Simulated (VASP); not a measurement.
The system is Cu.

```xyz
1
Lattice="0.0000 1.8170 1.8170 1.8170 0.0000 1.8170 1.8170 1.8170 0.0000" Properties=species:S:1:pos:R:3 pbc="T T T"
Cu    0.0000    0.0000    0.0000
```

Base run:

* Program: VASP 6.6.1
* Functional: PBE0
* Potentials or basis: VASP PAW PBE potentials, release 64 (Cu)
* Cutoff: 450 eV
* k mesh: 11 × 11 × 11
* Occupations: methfessel-paxton, width 0.1 eV
* Spin: no spin polarisation

Its results: band gap on the k mesh none (metal or under the smearing width); pressure -1.8 GPa.

Problem. After a change of settings the same cell gave: band gap on the k mesh none (metal or under the smearing width); pressure -1.2 GPa. Which change was it?
A. functional from PBE0 to r2SCAN; k mesh from 11 × 11 × 11 to 21 × 21 × 21
B. functional from PBE0 to PBEsol; cutoff from 450 eV to 600 eV; k mesh from 11 × 11 × 11 to 21 × 21 × 21
C. functional from PBE0 to PBEsol; k mesh from 11 × 11 × 11 to 21 × 21 × 21
D. functional from PBE0 to HSE06

Solution. D.

Caveats: the PAW data sets were made with another functional, which shifts forces and pressure a little.

Runs at the PBE level aren't shown here.
